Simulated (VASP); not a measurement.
# In2B (R3m) in VASP: further runs

The runs below take In2B through single point, with PBE.

All numbers are computed with VASP 6.6.1; they aren't measurements. Logs are shortened: lines on timing, memory, paths and dates and some standing lists are left out, and cuts for length are marked.

## 1. Starting point

It takes space group R3m (No. 160, trigonal). The conventional cell has a = 3.127 Å, b = 3.127 Å, c = 18.163 Å, α = 90.00°, β = 90.00°, γ = 120.00°. In (site symmetry 3m) is surrounded by 3 B at 2.34 Å. Around In (site symmetry 3m) lie 3 B at 2.34 Å. B (site symmetry 3m) has 6 In at 2.34 Å as nearest neighbours.

The cell was built by a generator and needn't be a form met in nature.

## 2. Single point, PBE

INCAR reads:

```
PREC = Accurate
ENCUT = 520
EDIFF = 1E-6
ISMEAR = 0
SIGMA = 0.1
LREAL = False
LASPH = True
NELM = 100
ALGO = Normal
ISIF = 2
LWAVE = False
LCHARG = False
GGA = PE
NBANDS = 22
```

KPOINTS reads:

```
regular mesh
0
Gamma
  6 6 6
```

POSCAR reads:

```
In2B
1.0
    1.5636577283      0.9027782104      6.0542460434
   -1.5636577283      0.9027782104      6.0542460434
    0.0000000000     -1.8055564207      6.0542460434
In B
2 1
Direct
    0.7484000000      0.7484000000      0.7484000000
    0.5849000000      0.5849000000      0.5849000000
    0.0000000000      0.0000000000      0.0000000000
```

Potentials or basis: VASP PAW PBE potentials, release 64 (In_d, B).

Started as:

```console
$ cat potpaw_PBE.64/In_d/POTCAR potpaw_PBE.64/B/POTCAR > POTCAR
$ mpirun -np 1 vasp_std > vasp.out
```

OUTCAR:

```text
PREC = Accurate
   ENCUT = 520
   EDIFF = 1E-6
   ISMEAR = 0
   LREAL = False
   LASPH = True
   NELM = 100
   ISIF = 2
   GGA = PE

 ion  position               nearest neighbor table
   1  0.748  0.748  0.748-   3 2.34   3 2.34   3 2.34   2 2.97   2 3.57   2 3.57   2 3.57
   2  0.585  0.585  0.585-   3 2.34   3 2.34   3 2.34   1 2.97   1 3.57   1 3.57   1 3.57
   3  0.000  0.000  0.000-   1 2.34   1 2.34   1 2.34   2 2.34   2 2.34   2 2.34

  LATTYP: Found a trigonal (rhomboedric) cell.
 ALAT       =     6.3177471572
 COS(alpha) =     0.8774851014

  Lattice vectors:

 A1 = (   1.5636577283,   0.9027782104,   6.0542460434)
 A2 = (  -1.5636577283,   0.9027782104,   6.0542460434)
 A3 = (   0.0000000000,  -1.8055564207,   6.0542460434)

Analysis of symmetry for initial positions (statically):
=====================================================================
 Subroutine PRICEL returns:
 Original cell was already a primitive cell.

 Routine SETGRP: Setting up the symmetry group for a
 trigonal (rhombohedral) supercell.

 Subroutine GETGRP returns: Found  6 space group operations
 (whereof  6 operations were pure point group operations)
 out of a pool of 12 trial point group operations.

The static configuration has the point symmetry C_3v.

Analysis of symmetry for dynamics (positions and initial velocities):
=====================================================================
 Subroutine PRICEL returns:
 Original cell was already a primitive cell.

 Routine SETGRP: Setting up the symmetry group for a
 trigonal (rhombohedral) supercell.

 Subroutine GETGRP returns: Found  6 space group operations
 (whereof  6 operations were pure point group operations)
 out of a pool of 12 trial point group operations.

The dynamic configuration has the point symmetry C_3v.

 Subroutine INISYM returns: Found  6 space group operations
 (whereof  6 operations are pure point group operations),
 and found     1 'primitive' translations

----------------------------------------------------------------------------------------

                                     Primitive cell

  volume of cell :      51.2784

  direct lattice vectors                    reciprocal lattice vectors
     1.563657728  0.902778210  6.054246043     0.319763073  0.184615296  0.055057778
    -1.563657728  0.902778210  6.054246043    -0.319763073  0.184615296  0.055057778
     0.000000000 -1.805556421  6.054246043     0.000000000 -0.369230592  0.055057778

  length of vectors
     6.317747157  6.317747157  6.317747157     0.373312991  0.373312991  0.373312991

  position of ions in fractional coordinates (direct lattice)
     0.748400000  0.748400000  0.748400000
     0.584900000  0.584900000  0.584900000
     0.000000000  0.000000000  0.000000000

  ion indices of the primitive-cell ions
   primitive index   ion index
                 1           1
                 2           2
                 3           3

----------------------------------------------------------------------------------------

 KPOINTS: regular mesh

Automatic generation of k-mesh.
 Grid dimensions read from file:
 generate k-points for:    6    6    6

 Generating k-lattice:

  Cartesian coordinates                     Fractional coordinates (reciprocal lattice)
     0.053293845  0.030769216  0.009176296     0.166666667  0.000000000 -0.000000000
    -0.053293845  0.030769216  0.009176296     0.000000000  0.166666667 -0.000000000
     0.000000000 -0.061538432  0.009176296     0.000000000  0.000000000  0.166666667

  Length of vectors
     0.062218832  0.062218832  0.062218832

  Shift w.r.t. Gamma in fractional coordinates (k-lattice)
     0.000000000  0.000000000  0.000000000

 Subroutine IBZKPT returns following result:
 ===========================================

 Found     32 irreducible k-points:

 Following reciprocal coordinates:
            Coordinates               Weight
  0.000000  0.000000  0.000000      1.000000
  0.166667 -0.000000 -0.000000      6.000000
  0.333333 -0.000000  0.000000      6.000000
  0.500000 -0.000000 -0.000000      3.000000
  0.166667  0.166667 -0.000000      6.000000
  0.333333  0.166667 -0.000000     12.000000
[... 16 lines left out ...]
  0.500000  0.500000  0.166667      6.000000
 -0.333333  0.500000  0.166667     12.000000
 [... further k-points ...]
   k-points           NKPTS =     32   k-points in BZ     NKDIM =     32   number of bands    NBANDS=     22
   number of dos      NEDOS =    301   number of ions     NIONS =      3
   total plane-waves  NPLWV = 110592
   dimension x,y,z NGX =    48 NGY =   48 NGZ =   48
   dimension x,y,z NGXF=    96 NGYF=   96 NGZF=   96
   ions per type =               2   1
   NGX,Y,Z   is equivalent  to a cutoff of  12.63, 12.63, 12.63 a.u.
   NGXF,Y,Z  is equivalent  to a cutoff of  25.26, 25.26, 25.26 a.u.
 SYSTEM =  unknown system
   PREC   = accura    normal or accurate (medium, high low for compatibility)
   ISTART =      0    job   : 0-new  1-cont  2-samecut
   ICHARG =      2    charge: 1-file 2-atom 10-const
   ISPIN  =      1    spin polarized calculation?
   LNONCOLLINEAR =      F non collinear calculations
   LSORBIT =      F    spin-orbit coupling
   LASPH  =      T    aspherical Exc in radial PAW
   ENCUT  =  520.0 eV  38.22 Ry    6.18 a.u.  11.75 11.75 11.75*2*pi/ulx,y,z
   NELM   =    100;   NELMIN=  2; NELMDL= -5     # of ELM steps
   EDIFF  = 0.1E-05   stopping-criterion for ELM
   LREAL  =      F    real-space projection
   EDIFFG = 0.1E-04   stopping-criterion for IOM
   NSW    =      0    number of steps for IOM
   IBRION =     -1    ionic relax: 0-MD 1-quasi-New 2-CG
   NFREE  =      0    steps in history (QN), initial steepest desc. (CG)
   ISIF   =      2    stress and relaxation
   ISYM   =      2    0-nonsym 1-usesym 2-fastsym
   POTIM  = 0.5000    time-step for ionic-motion
   TEBEG  =    0.0;   TEEND  =   0.0 temperature during run
   PSTRESS=    0.0 pullay stress
   NELECT =      29.0000    total number of electrons
   NUPDOWN=      -1.0000    fix difference up-down
   EMIN   =  10.00;   EMAX   =-10.00  energy-range for DOS
   EFERMI =   0.00;   METHOD = LEGACY
   ISMEAR =     0;   SIGMA  =   0.10  broadening in eV -4-tet -1-fermi 0-gaus
   EFERMI_NEDOS =   21; number of points for ismear=-14 and -15
   IALGO  =     38    algorithm
   IMIX   =      4    mixing-type and parameters
     AMIX     =   0.40;   BMIX     =  1.00
     AMIX_MAG =   1.60;   BMIX_MAG =  1.00
  volume/ion in A,a.u.               =      17.09       115.35
  Fermi-wavevector in a.u.,A,eV,Ry     =   1.353826  2.558360 24.937363  1.832844
  Thomas-Fermi vector in A             =   2.481049
   LORBIT       =      0    0 simple, 1 ext, 2 COOP (PROOUT), +10 PAW based schemes
   GGA     = PE    functional components
   LHFCALC =     F    Hartree Fock is set to
   AEXX    =    0.0000 exact exchange contribution
   IVDW    =     0    specifies the selected vdW correction
   LEPSILON=     F    determine dielectric tensor
   LRPA    =     F    only Hartree local field effects (RPA)
 non-spin polarized calculation
 Gauss-broadening in eV      SIGMA  =   0.10
  energy-cutoff  :      520.00
  volume of cell :       51.28
 maximum number of plane-waves:      1390
   NGX = 23   NGY = 23   NGZ = 23

 number of electron      28.9999997 magnetization

 Free energy of the ion-electron system (eV)
  ---------------------------------------------------
  ext. energy  EPLUGINS =         0.00000000
  ---------------------------------------------------
  free energy    TOTEN  =        -8.41688328 eV

  energy without entropy =       -8.40773415  energy(sigma->0) =       -8.41230871

 E-fermi :   9.0278     XC(G=0): -11.1683

 val. band max:        8.9983178546   @ k =  -0.1667   0.5000   0.1667
 cond. band min:       9.0364655264   @ k =   0.3333   0.1667  -0.0000
 fundamental gap:      0.0381476718
 Fermi energy:         9.0278206756

 k-point     1 :       0.0000    0.0000    0.0000
  band No.  band energies     occupation
      1      -5.9967      2.00000
      2      -5.7646      2.00000
      3      -5.7646      2.00000
      4      -5.7112      2.00000
      5      -5.7112      2.00000
      6      -5.7010      2.00000
[... 14 lines left out ...]
     21      19.9822      0.00000
     22      20.8096      0.00000

 k-point     2 :       0.1667   -0.0000   -0.0000
  band No.  band energies     occupation
      1      -5.9421      2.00000
      2      -5.8303      2.00000
      3      -5.7872      2.00000
      4      -5.6555      2.00000
      5      -5.6424      2.00000
      6      -5.5934      2.00000
[... 14 lines left out ...]
     21      19.0804      0.00000
     22      19.7221      0.00000

 k-point     3 :       0.3333   -0.0000    0.0000
  band No.  band energies     occupation
      1      -6.0670      2.00000
      2      -5.9379      2.00000
      3      -5.8810      2.00000
      4      -5.7456      2.00000
      5      -5.5850      2.00000
      6      -5.5455      2.00000
[... 14 lines left out ...]
     21      18.3928      0.00000
     22      19.7687      0.00000

 k-point     4 :       0.5000   -0.0000   -0.0000
  band No.  band energies     occupation
      1      -6.1731      2.00000
      2      -6.0113      2.00000
      3      -5.9476      2.00000
      4      -5.7161      2.00000
      5      -5.5997      2.00000
      6      -5.5872      2.00000
[... 14 lines left out ...]
     21      18.0729      0.00000
     22      19.2819      0.00000

 k-point     5 :       0.1667    0.1667   -0.0000
  band No.  band energies     occupation
      1      -5.9472      2.00000
      2      -5.8245      2.00000
      3      -5.7805      2.00000
      4      -5.6543      2.00000
      5      -5.6281      2.00000
      6      -5.5939      2.00000
[... 417 lines left out ...]
 k-point    22 :      -0.1667    0.3333    0.1667
  band No.  band energies     occupation
      1      -6.0758      2.00000
      2      -5.8701      2.00000
      3      -5.8367      2.00000
      4      -5.7349      2.00000
      5      -5.6308      2.00000
      6      -5.6034      2.00000
[... 14 lines left out ...]
     21      17.4928      0.00000
     22      18.1229      0.00000

 k-point    23 :       0.5000    0.5000    0.1667
  band No.  band energies     occupation
      1      -6.0759      2.00000
      2      -5.9154      2.00000
      3      -5.8801      2.00000
      4      -5.6952      2.00000
      5      -5.6371      2.00000
      6      -5.5823      2.00000
[... 14 lines left out ...]
     21      18.1874      0.00000
     22      18.6712      0.00000

 k-point    24 :      -0.3333    0.5000    0.1667
  band No.  band energies     occupation
      1      -6.0727      2.00000
      2      -5.8659      2.00000
      3      -5.8407      2.00000
      4      -5.7425      2.00000
      5      -5.6566      2.00000
      6      -5.5966      2.00000
[... 14 lines left out ...]
     21      17.6053      0.00000
     22      18.7399      0.00000

 [... further k-points ...]

------------------------ aborting loop because EDIFF is reached ----------------------------------------

  FORCE on cell =-STRESS in cart. coord.  units (eV):
  Direction    XX          YY          ZZ          XY          YZ          ZX
  --------------------------------------------------------------------------------------
  -------------------------------------------------------------------------------------
  Total        7.9271315      7.9271315      3.9856925      0.0000000      0.0000000      0.0000000
  in kB      247.6809277    247.6809277    124.5318060      0.0000000      0.0000000      0.0000000
  external PRESSURE =     206.6312205 kB  Pullay stress =       0.0000000 kB

 VOLUME and BASIS-vectors are now :
 -----------------------------------------------------------------------------
  energy-cutoff  :      520.00
  volume of cell :       51.28
      direct lattice vectors                 reciprocal lattice vectors
     1.563657728  0.902778210  6.054246043     0.319763073  0.184615296  0.055057778
    -1.563657728  0.902778210  6.054246043    -0.319763073  0.184615296  0.055057778
     0.000000000 -1.805556421  6.054246043     0.000000000 -0.369230592  0.055057778

 POSITION                                       TOTAL-FORCE (eV/Angst)
 -----------------------------------------------------------------------------------
      0.00000      0.00000     13.59299         0.000000      0.000000      2.121288
      0.00000      0.00000     10.62339         0.000000     -0.000000     -2.186735
      0.00000      0.00000      0.00000         0.000000      0.000000      0.065447
 -----------------------------------------------------------------------------------
    total drift:                                0.000000     -0.000000     -0.000724

  FREE ENERGIE OF THE ION-ELECTRON SYSTEM (eV)
  ---------------------------------------------------
  free  energy   TOTEN  =        -8.4168832777 eV

  energy  without entropy=       -8.4077341467  energy(sigma->0) =       -8.41230871
```

It took 66 s on 1 thread of Intel Xeon 6975P-C (Granite Rapids), shared host; peak memory 0.31 GiB.

What came out:

```yaml
Free_energy: -8.4169 eV
Pressure: 20.7 GPa
Largest_force: 2.187 eV/Å
Band_gap_on_the_k_mesh: none (metal or under the smearing width)
```

Forces on the atoms (eV/Å):
```
In   0.000  0.000  2.121
In   0.000  0.000 -2.187
B    0.000  0.000  0.065
```

Stress tensor (GPa, compression positive):
```
24.77  0.00  0.00
 0.00 24.77  0.00
 0.00  0.00 12.45
```

Caveat: the k mesh is coarse (spacing up to 0.39 Å⁻¹), so the values aren't converged; so large a pressure means that the cell lies far from this level's equilibrium, or that cutoff or potentials fall short; forces of over 1 eV/Å show positions far from the minimum, so gaps and moduli don't describe the material at rest.

## 3. Single point, PBE

This run uses another cell than the first one, of 20.15 Å³/atom, 1.179 times its volume.

INCAR reads:

```
PREC = Accurate
ENCUT = 520
EDIFF = 1E-6
ISMEAR = 0
SIGMA = 0.1
LREAL = False
LASPH = True
NELM = 100
ALGO = Fast
ISIF = 2
LWAVE = False
LCHARG = True
GGA = PE
LELF = True
LVHAR = True
NBANDS = 22
```

KPOINTS reads:

```
regular mesh
0
Gamma
  15 15 15
```

POSCAR reads:

```
In2B
1.0
    1.7502326875      1.0104973132      5.6960216871
   -1.7502326875      1.0104973132      5.6960216871
    0.0000000000     -2.0209946265      5.6960216871
In B
2 1
Direct
    0.2432078819      0.2432078819      0.2432078819
    0.4235368236      0.4235368236      0.4235368236
    0.9999552944      0.9999552944      0.9999552944
```

Potentials or basis: VASP PAW PBE potentials, release 64 (In_d, B).

Started as:

```console
$ cat potpaw_PBE.64/In_d/POTCAR potpaw_PBE.64/B/POTCAR > POTCAR
$ mpirun -np 1 vasp_std > vasp.out
```

It took 13 min on 1 thread of Intel Xeon 6975P-C (Granite Rapids), shared host; peak memory 0.62 GiB.

The run converged. Its results:

* Free energy: -9.3620 eV
* Pressure: 0.0 GPa
* Largest force: 0.004 eV/Å
* Band gap on the k mesh: none (metal or under the smearing width)

Forces in eV/Å, atoms in the order of the input:
```
In   0.000  0.000 -0.003
In   0.000  0.000 -0.002
B    0.000  0.000  0.004
```

Levels at points of the mesh, in eV from the Fermi level:
```
           k point  band 11  band 12  band 13  band 14  band 15  band 16  band 17  band 18
(0.00, 0.00, 0.00)   -10.48    -5.49    -5.03     2.04     2.04     4.84     5.84     7.93
```
